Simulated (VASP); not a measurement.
```
Na2S
1.0
    0.00000     3.29985     3.29985
    3.29985     0.00000     3.29985
    3.29985     3.29985     0.00000
Na S
2 1
Direct
  0.25000   0.25000   0.25000
  0.75000   0.75000   0.75000
  0.00000   0.00000   0.00000
```

The numbers are results of revPBE GGA, VASP's PBE PAW potentials (set 64) (plane waves; VASP 6.6.1), not measurements. Run with 520 eV cut-off, 6×6×6 Γ-centred mesh, Gaussian smearing of 0.050 eV, potentials Na_pv S.

Task: What does the run give for the energy per atom (σ→0), band gap (on the k-mesh) with the smallest direct gap where there is one?

Result: 
| Quantity | Value |
|---|---|
| band gap (on the k-mesh) | 2.58 eV |
| smallest direct gap (on the k-mesh) | 2.58 eV |
| energy per atom (σ→0) | -3.154 eV/atom |

The absolute energy has meaning only against runs of the same code, potentials and settings.

The compound is Na2S in the antifluorite structure. This cell is one point of a volume scan, at 0.97 of the reference volume.
